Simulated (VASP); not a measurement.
Computed with PBE GGA with D4 dispersion, VASP's PBE PAW potentials (set 64) (plane waves; VASP).

The input files of a VASP run:

POSCAR:
```
BaF2
3.1263670
  0.0000000000   0.9999998615   0.9999998615
  0.9999998615   0.0000000000   0.9999998615
  0.9999998615   0.9999998615   0.0000000000
Ba F
1 2
Cartesian
  0.0000000000   0.0000000000   0.0000000000
  0.4999999308   0.4999999308   0.4999999308
  1.4999997923   1.4999997923   1.4999997923
```

**INCAR**
```
! general
SYSTEM   =  BaF2
PREC     =  Accurate
ENCUT    =  520   ! plane-wave cut-off (eV)
LREAL    =  F   ! projection in real space or not
LASPH    =  T

! electronic loop
EDIFF    =  1E-7   ! SCF stop (eV)
NELM     =  100   ! most electronic steps
ALGO     =  Normal
LMAXMIX  =  4   ! l cut-off of mixed one-centre charges

! smearing
ISMEAR   =  -5

! functional
GGA      =  PE
IVDW     =  13   ! D4

! ions
ISIF     =  2   ! forces and stress, cell fixed

! output
LWAVE    =  F
LCHARG   =  T
LORBIT   =  11   ! lm-projected
NEDOS    =  601   ! DOS grid

! other
LEFG     =  T
```

KPOINTS:
```
Automatic mesh
0
Gamma
7 7 7
0 0 0
```

POTCAR, in this order: Ba_sv F (PBE.64 set). Program: vasp_std.

Question: Predict the energy per atom (σ→0), dispersion energy.

Answer: 
```yaml
energy per atom (σ→0): -5.823 eV/atom
dispersion_energy: -0.342 eV
```

### OSZICAR
```
...
DAV:   9    -0.171231973666E+02   -0.84994E-02   -0.16036E-02   776   0.909E-01    0.150E-01
DAV:  10    -0.171257790052E+02   -0.25816E-02   -0.40951E-03   664   0.469E-01    0.456E-02
DAV:  11    -0.171257653842E+02    0.13621E-04   -0.48446E-04   864   0.172E-01    0.233E-02
DAV:  12    -0.171257813845E+02   -0.16000E-04   -0.93688E-05   640   0.721E-02    0.263E-03
DAV:  13    -0.171257819007E+02   -0.51615E-06   -0.19156E-06   880   0.106E-02    0.255E-03
DAV:  14    -0.171257822725E+02   -0.37183E-06   -0.10778E-07   592   0.273E-03    0.801E-04
DAV:  15    -0.171257823382E+02   -0.65722E-07   -0.13648E-07   520   0.277E-03
   1 F= -.17467808E+02 E0= -.17467808E+02  d E =0.000000E+00
```

The compound is BaF2 in the fluorite structure. It was relaxed first.
